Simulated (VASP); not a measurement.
Here is the system:

```xyz
2
Lattice="2.9500 0.0000 0.0000 0.0000 2.9500 0.0000 0.0000 0.0000 2.9500" Properties=species:S:1:pos:R:3 pbc="T T T"
Zn     1.4750     1.4750     1.4750
Cu     0.0000     0.0000     0.0000
```

The numbers are results of r2SCAN meta-GGA, VASP's PBE PAW potentials (set 64) (plane waves; VASP), not measurements. Settings: 400 eV cut-off, 11×11×11 Γ-centred mesh, first-order Methfessel-Paxton smearing of 0.10 eV, potentials Zn Cu.

Energy and stress use the plane-wave basis of the starting cell.

Question: The ions, cell shape and volume are relaxed. Which structure does the run end with?

Answer: 
```xyz
2
Lattice="2.9181 0.0000 0.0000 0.0000 2.9181 0.0000 0.0000 0.0000 2.9181" Properties=species:S:1:pos:R:3 pbc="T T T"
Zn     1.4590     1.4590     1.4590
Cu     0.0000     0.0000     0.0000
```
Space group Pm-3m (221), at a tolerance of 0.03 Å.

Question: How do energy and volume change from the first to the last step?

Answer: The energy (σ→0) changes by -6.0 meV/atom and the volume by -3.2 %, in 4 ionic steps.

The compound is CuZn in the CsCl type structure. This run relaxes it. Symmetry was kept, so distortions that lower it aren't found. The electron count is odd and the run is not spin-polarised, which forces a metal.
